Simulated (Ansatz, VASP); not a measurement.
# RbLiPdC2: VASP beside Ansatz, part 2 of 2

One calculation is typed for both programs; each brings its own data sets. How far apart do they land? The cell is generated by rule, not measured, and may not be a known phase. The cell is taken from a series of runs on this material, whose earlier steps may have relaxed, scaled, displaced or heated it; both programs get it as it stands.

VASP 6.6.1 and Ansatz 0.2.0.

So far: Starting point; VASP: relaxation of cell and atoms, PBEsol.

The structure was built from a prototype and need not be the compound's stable phase.

### 3. Ansatz: relaxation of cell and atoms, PBEsol

Level of this step: Ansatz beside VASP: Kohn-Sham DFT, plane waves, PBEsol (Ansatz).

Ansatz runs on its default PAW (the set named soft_2) files.

The same cell, functional and mesh now go to Ansatz, which takes its cutoff from its data sets.

The input, input.yaml:

```yaml
crystal:
  lattice:
    - [4.9011805371, -2.9548e-06, 0.0]
    - [-2.4505877097, 4.2445483311, 0.0]
    - [0.0, 0.0, 5.1990458482]
  atoms:
    - { symbol: Rb, position: [0.3333333333, 0.6666666667, 0.3222066271] }
    - { symbol: Li, position: [0.6666666667, 0.3333333333, 0.7999237633] }
    - { symbol: Pd, position: [0.0, 0.0, -0.042928391] }
    - { symbol: C, position: [0.0, 0.0, 0.3384920671] }
    - { symbol: C, position: [0.0, 0.0, 0.5823059336] }
kpoints:
  mp_grid: { grid: [6, 6, 6] }
hamiltonian:
  xc: pbesol
scf:
  occupations: { method: fixed }
output:
  forces: true
  stress: true
  eigenvalues: true
  write_density: true
  write_potential: true
  elf: true
  volumetric_format: npy
relax:
  adjacent_minimum: "off"
  f_tol: 0.001
  max_steps: 60
  cell: { stress_tol: 0.01 }
```

Command:

```sh
$ ansatz run input.yaml --threads 8 --pin off --max-ram 14336MiB --backend cpu --events-out ev --progress --plain --runs-dir out
```

Numbers of over 12 decimals in the logs are rounded to 6 here.

Log:

```text
Engine: ansatz 0.2.0, aarch64-unknown-linux-gnu
Pseudopotentials: kind: paw
Pseudopotential: Rb, paw, valence charge 9, recommended cutoff 420 eV (normal), Rb.paw.azcp
Pseudopotential: Li, paw, valence charge 3, recommended cutoff 420 eV (normal), Li.paw.azcp
Pseudopotential: Pd, paw, valence charge 18, recommended cutoff 420 eV (normal), Pd.paw.azcp
Pseudopotential: C, paw, valence charge 4, recommended cutoff 420 eV (normal), C.paw.azcp
Functional definition: PBEsol
  exchange = pbesol_x
  correlation = pbesol_c
Crystal: 5 atoms, lattice volume = 108.157 Å³
Basis set: ecut = 420 eV, 2123 PW (Γ), exchange–correlation on 72×72×72 points (8 copies of the dense FFT grid, shifted against one another)
Bands: 24, of which v1, the nominal top of the filled ones, is band 19 counted from 1 (18 counted from 0)
Symmetry: 6 space group operations
Space group: P3m1 (ITA 156), of the structure as read, at distance tolerance 4.8e-5 Å
k-points: 34 of 216 (time reversal used)
Non-local potential: Rb, projectors of the file, l = 0: 3, l = 1: 2, l = 2: 2
Non-local potential: Li, projectors of the file, l = 0: 3, l = 1: 2, l = 2: 1
Non-local potential: Pd, projectors of the file, l = 0: 2, l = 1: 2, l = 2: 2, l = 3: 1
Non-local potential: C, projectors of the file, l = 0: 2, l = 1: 2, l = 2: 1
PAW form: soft (Blöchl's): semilocal exchange-correlation on the pseudo side does not see the compensation charge
PAW frozen core: Rb, regenerated for the run's functional, and the local potential with it (the file was generated under x = pbe(κ = 0.804, μ = 0.219515), c = pbe(β = 0.066725))
PAW frozen core: Pd, regenerated for the run's functional, and the local potential with it (the file was generated under x = pbe(κ = 0.804, μ = 0.219515), c = pbe(β = 0.066725))
PAW frozen core: C, regenerated for the run's functional, and the local potential with it (the file was generated under x = pbe(κ = 0.804, μ = 0.219515), c = pbe(β = 0.066725))
PAW one-centre angular grid: Rb, 110 points (default); XC on 64 Gauss nodes
PAW one-centre angular grid: Li, 110 points (default); XC on 64 Gauss nodes
PAW one-centre angular grid: Pd, 590 points (default); XC on 64 Gauss nodes
PAW one-centre angular grid: C, 110 points (default); XC on 64 Gauss nodes
Initial density: superposition of atomic densities (neutral atoms: chi_scale 0, normalization atom), corrected by the library's trained network
Initial wavefunctions: pseudopotential atomic-orbital guess
Functional: x = pbesol(κ = 0.804, μ = 0.123457), c = pbesol(β = 0.046)
SCF iter   1: F=—  HF=-10819.059415 eV  |F-HF|=—  |Δ(HF+E_count)|=         —  Δρ=5.19e-3  dr2=3.74e-2  ethr=1.77e-3  ⟨swp⟩=4.9  Hψ=3289  notcnv=0  defer=99
preconditioner: auto → Resta (q_TF=auto, 2.292 Å⁻¹)  ε∞=5.1  [insulator: Δε(μ)=0.901 eV  Ē_g=9.038 eV  n_scr=20 (ndim 8)  ℏωp=18.2 eV  f_vac=0.114  ε∞_Penn≈5.1]
SCF iter   2: F=—  HF=-10819.052623 eV  |F-HF|=—  |Δ(HF+E_count)|=   6.79e-3  Δρ=2.02e-3  dr2=4.43e-3  ethr=9.85e-5  ⟨swp⟩=2.0  Hψ=1595  notcnv=0  defer=100
SCF iter   3: F=—  HF=-10819.052214 eV  |F-HF|=—  |Δ(HF+E_count)|=   4.09e-4  Δρ=9.80e-4  dr2=1.50e-3  ethr=1.17e-5  ⟨swp⟩=2.0  Hψ=1161  notcnv=0  defer=101
SCF iter   4: F=—  HF=-10819.052140 eV  |F-HF|=—  |Δ(HF+E_count)|=   7.49e-5  Δρ=3.94e-4  dr2=2.99e-4  ethr=3.95e-6  ⟨swp⟩=2.0  Hψ=1043  notcnv=0  defer=101
SCF iter   5: F=—  HF=-10819.052178 eV  |F-HF|=—  |Δ(HF+E_count)|=   3.84e-5  Δρ=1.81e-4  dr2=7.93e-5  ethr=7.87e-7  ⟨swp⟩=2.1  Hψ=1081  notcnv=0  defer=96
SCF iter   6: F=—  HF=-10819.052225 eV  |F-HF|=—  |Δ(HF+E_count)|=   4.67e-5  Δρ=7.83e-5  dr2=8.57e-6  ethr=2.09e-7  ⟨swp⟩=2.0  Hψ=1194  notcnv=0  defer=34
SCF iter   7: F=—  HF=-10819.052232 eV  |F-HF|=—  |Δ(HF+E_count)|=   7.71e-6  Δρ=1.83e-5  dr2=5.16e-7  ethr=2.26e-8  ⟨swp⟩=2.1  Hψ=1243  notcnv=0  defer=69
SCF iter   8: F=-10819.052233 eV  HF=-10819.052233 eV  |F-HF|=7.26e-8  |Δ(HF+E_count)|=   8.82e-7  Δρ=5.05e-6  dr2=3.80e-8  ethr=2.63e-10  ⟨swp⟩=16.3  Hψ=7436  notcnv=0
SCF 1 converged in 8 iterations: F = -10819.052233 eV  dr2 = 3.80e-8
  greatest PAW one-centre occupation: 0.999 electrons in one spin orbital (limit 2), on the Li atom at site 1 (counted from 0), in its partial waves of l = 0
relax step   1: F+E_penalty+E_count = -10819.05223328 eV  Δ(F+E_penalty+E_count) = +0.000e0 eV  max|allowed force component| = 2.402e-3 eV/Å  Δτ_max = 0.0000 Å  P = +0.009 GPa  Ω = 108.157 Å³  (8 SCF iters, dr2 threshold 1.00e-7 eV, accepted)
[...]
relax step   2: F+E_penalty+E_count = -10819.05220757 eV  Δ(F+E_penalty+E_count) = +2.571e-5 eV  max|allowed force component| = 9.634e-4 eV/Å  Δτ_max = 0.0002 Å  P = -0.000 GPa  Ω = 108.198 Å³  energy of the carried Pulay correction = -2.705e-5 eV  (7 SCF iters, dr2 threshold 3.61e-10 eV, accepted)
[...]
relax step   3: F+E_penalty+E_count = -10819.05223512 eV  Δ(F+E_penalty+E_count) = -2.754e-5 eV  max|allowed force component| = 9.487e-4 eV/Å  Δτ_max = 0.0000 Å  P = -0.000 GPa  Ω = 108.198 Å³  stress off target by 1.23e-3 GPa  SCF on the basis re-selected at this cell (its energy is not comparable with the rows above)  (7 SCF iters)
basis re-selected at this cell: Δ(F+E_penalty+E_count) = -2.754e-5 eV, ΔP = +0.000 GPa vs the last step (what re-selecting the basis moved, of the pressure what is left beyond the Pulay correction that the steps carried, after the strain that the cell walked since its last selection, with what the two solves' SCF thresholds leave and, on support functions, any second-order correction that the steps lacked; it is no m [...]
SCF converged after 7 iterations
Free energy (F): -10819.052235 eV
Harris-Foulkes:  -10819.052235 eV  (|F-HF|=0.00e0)
Internal energy: -10819.052235 eV  (E = F + TS)
E sigma→0 (E₀):  -10819.052235 eV
Fermi energy:    4.572972 eV
--- Per-component energies (eV) ---
  E_band       = -560.751486
  E_kinetic    = 903.197565
  E_local      = -4557.780304  (includes V_loc(G=0)·N_el)
  E_nonlocal   = 415.520858
  E_hartree    = 1774.166344
  E_xc         = -401.027390
  E_vxc        = -477.181581  (∫ρ·V_xc dr)
  E_paw        = -6463.858136  (= ΣΔE_a)
  E_vpaw       = -392.840954  (= ΣTr[D̂ρ^β])
  E_aug_tail   = 0.000203  (compensation charges beyond the density's cutoff)
  E_ewald      = -2489.739772
  E_core_change = 0.468396  (= ΣΔE_core)
  E_smearing   = -0.000000  (= −TS)
  E_closure    = 0.000000  (closes the sum)
  Σ components = -10819.052235   (vs F -10819.052235, Δ=0.00e0)
--- Forces (eV/Å), atoms counted from 1 ---
  atom   1  Rb    -0.00000000     0.00000000    -0.00003584
  atom   2  Li    -0.00000000     0.00000000     0.00044090
  atom   3  Pd    -0.00000000     0.00000000     0.00062784
  atom   4  C      0.00000000    -0.00000000    -0.00094883
  atom   5  C      0.00000000    -0.00000000    -0.00008485
  max |Σ_I F_I| component: 7.80e-7 eV/Å
--- Stress (GPa, compression-positive) ---
        0.000379      -0.000000       0.000000
       -0.000000       0.000379      -0.000000
        0.000000      -0.000000      -0.001234
  P = ⅓ Tr σ = -0.0002 GPa (-0.002 kbar)
--- Band table (eV; the first three rows and the last of 34) ---
  k-point 0: bands = [... 15 lower, 2.4242, 2.6257, 3.1485, 3.1485, 8.7939, 9.7469, 10.0855, 10.0855, ... 1 higher]
  k-point 1: bands = [... 15 lower, 3.0361, 3.0361, 3.2459, 3.2459, 8.5069, 9.2277, 9.2277, 9.6200, ... 1 higher]
  k-point 2: bands = [... 15 lower, 3.0944, 3.0944, 4.0495, 4.0495, 8.0740, 8.0740, 8.0747, 9.2744, ... 1 higher]
  k-point 33: bands = [... 15 lower, 3.2580, 3.5561, 4.4547, 4.5338, 5.8969, 6.2157, 8.3266, 10.2576, ... 1 higher]
--- Relaxed structure (2 steps of the walk, 2 accepted, 1 SCFs on fresh bases) ---
  F+E_penalty+E_count = -10819.05223512 eV   max|allowed force component| = 9.487e-4 eV/Å   (the final SCF, on the basis selected at the relaxed cell)
  cell:  # Å, volume = 108.1978 Å³
    - [4.902072, -2.955290072168615e-6, 0]
    - [-2.451033, 4.245320, 0]
    - [0, 0, 5.199104]
  atoms:
    - { symbol: Rb, position: [0.333333, 0.666667, 0.322251] }
    - { symbol: Li, position: [0.666667, 0.333333, 0.799886] }
    - { symbol: Pd, position: [0, 0, -0.042929] }
    - { symbol: C, position: [0, 0, 0.338492] }
    - { symbol: C, position: [0, 0, 0.582301] }
```

### 4. Differences

Known differences besides the potentials themselves: fixed occupations in Ansatz, narrow Gaussian smearing in VASP; the data sets hold 38 valence electrons in Ansatz (on its default PAW (the set named soft_2) files) and 30 in VASP; the cutoff is 420 eV in Ansatz and 750 eV in VASP; Ansatz makes its cores anew for this functional, VASP keeps those of its PBE data sets; Ansatz adds a Pulay correction to the stress that steers its cell, VASP none. Total energies have different zeros and are not compared.

Compared:

```
                                         quantity  Ansatz    VASP  difference
                                      volume (Å³)  108.20  108.09     +0.10 %
edge a after relaxation, in the typed setting (Å)   4.902   4.901     +0.02 %
edge c after relaxation, in the typed setting (Å)   5.199   5.196     +0.06 %
```

### 5. Results

```json
{"difference in volume (relaxation of cell and atoms, PBEsol)": "0.098 %"}
```

**Reading.** The difference in volume is 0.098 % (relaxation of cell and atoms, PBEsol), within the 1.2 % picked in this series as the mark of a large difference, as far as the stopping tolerances let one tell. The data sets hold unlike numbers of valence electrons (38 in Ansatz and 30 in VASP), so part of the differences comes from the potentials. How closely two codes agree says nothing of how well the functional describes the real material.

[Lines on the potential files, build, host, timing and source positions are cut from VASP's logs without a mark.]

[Logs are printed without paths, hosts, clocks, repeated set-up lines and the standing remarks that a program may print on its own settings, such as how far it seeks lower states.]

[Hosts, paths, dates, database ids (printed as entryN), source tags and the programs' standing remarks are cut or masked in the printed files.]
